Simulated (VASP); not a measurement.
Al3BiO3, 7 atoms in the cell. Symmetry: P31m, No. 157, trigonal system. Conventional cell: a = 5.152 Å, b = 5.152 Å, c = 6.650 Å, α = 90.00°, β = 90.00°, γ = 120.00°. Around Al (site symmetry m) lie 3 O at 1.82 to 1.85 Å. Around Bi (site symmetry 3m) lie 3 Al at 2.80 Å. O (site symmetry m) is surrounded by 3 Al at 1.82 to 1.85 Å. The cell was built by a generator and needn't be a form met in nature.

- Program: VASP 6.6.1
- Task: density of states
- Functional: PBE
- Potentials or basis: VASP PAW PBE potentials, release 64 (Al, Bi_d, O)
- Cutoff: 520 eV
- k mesh: 6 × 6 × 6
- Occupations: gaussian, width 0.1 eV
- Spin: no spin polarisation
- k mesh for the DOS: 9 × 9 × 9
- Occupations for the DOS: tetrahedron
- Further INCAR settings: ALGO = Normal; EDIFF = 1e-06

Potentials or basis: VASP PAW PBE potentials, release 64 (Al, Bi_d, O).

Command:

```bash
$ cat potpaw_PBE.64/Al/POTCAR potpaw_PBE.64/Bi_d/POTCAR potpaw_PBE.64/O/POTCAR > POTCAR
$ cp INCAR.step1 INCAR
$ cp KPOINTS.step1 KPOINTS
$ mpirun -np 4 vasp_std > vasp.out
$ cp INCAR.step2 INCAR
$ cp KPOINTS.step2 KPOINTS
$ mpirun -np 4 vasp_std > vasp.out
```

Hardware: 4 MPI ranks on Intel(R) Xeon(R) Platinum 8488C (Sapphire Rapids), with other jobs on the host.

Q: How long does it take, and how much memory?

A: It took 100 s on 4 MPI ranks on Intel(R) Xeon(R) Platinum 8488C (Sapphire Rapids) (shared host), peak memory 0.47 GiB a rank. Counts: scf iterations 8, k points 88.
